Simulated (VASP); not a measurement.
VASP runs on NbC (space group Fm-3m) share one base input (LDA (Ceperley-Alder, Perdew-Zunger), plane waves, VASP's LDA PAW potentials (set 64)) and change the settings named in each case.

INCAR:
```
! general
SYSTEM   =  NbC
PREC     =  Accurate
ENCUT    =  400   ! plane-wave cut-off (eV)
LREAL    =  .False.   ! projection in real space or not
LASPH    =  .True.

! electronic loop
EDIFF    =  1E-6   ! SCF stop (eV)
NELM     =  100   ! most electronic steps
ALGO     =  Normal   ! blocked Davidson
LMAXMIX  =  4   ! l cut-off of mixed one-centre charges

! smearing
ISMEAR   =  -1   ! Fermi-Dirac
SIGMA    =  0.1   ! width (eV)

! ions
ISIF     =  2   ! forces and stress, cell fixed

! output
LWAVE    =  .False.
LCHARG   =  .False.
```

KPOINTS:
```
Automatic
0
Gamma
13 13 13
0 0 0
```

**POSCAR**
```
NbC
1
    0.0000000000     2.2350000000     2.2350000000
    2.2350000000     0.0000000000     2.2350000000
    2.2350000000     2.2350000000     0.0000000000
Nb C
1 1
Direct
  0.0000000000   0.0000000000   0.0000000000
  0.5000000000   0.5000000000   0.5000000000
```

POTCAR, in this order: Nb_sv C (LDA.64 set). Program: vasp_std.

```json
[
 {"change": "base run", "E(σ→0) (eV/atom)": "-11.3171", "pressure (GPa)": "-10.22", "−TS (eV)": "-0.0230"},
 {"change": "GGA = PS, POTCAR Nb_sv C (PBE.64 set)", "E(σ→0) (eV/atom)": "-10.9292", "pressure (GPa)": "-5.84", "−TS (eV)": "-0.0228"},
 {"change": "GGA_COMPAT = .FALSE., LNONCOLLINEAR = .TRUE., LSORBIT = .TRUE., MAGMOM = 0.0 0.0 0.0 0.0 0.0 0.0, program vasp_ncl", "E(σ→0) (eV/atom)": "-11.3600", "pressure (GPa)": "-10.24", "−TS (eV)": "-0.0230"},
 {"change": "KPOINTS 4×4×4 Γ-centred mesh", "E(σ→0) (eV/atom)": "-11.2296", "pressure (GPa)": "-8.63", "−TS (eV)": "-0.0467"}
]
```
 Energies of different potentials or functionals have different zeros.  At 400 eV the pressure can carry a Pulay error.

Left out are runs that ran out of time, are held back, or changed the cell or the kind of run, fixed moments of cells without a moment, rows past the twelfth, gaps on odd meshes, pressures of charged cells and columns that move by less than the noise.

The structure is a typed NbC crystal. The cell was not relaxed at this level. VASP warned that the highest band is occupied, so more bands are needed.
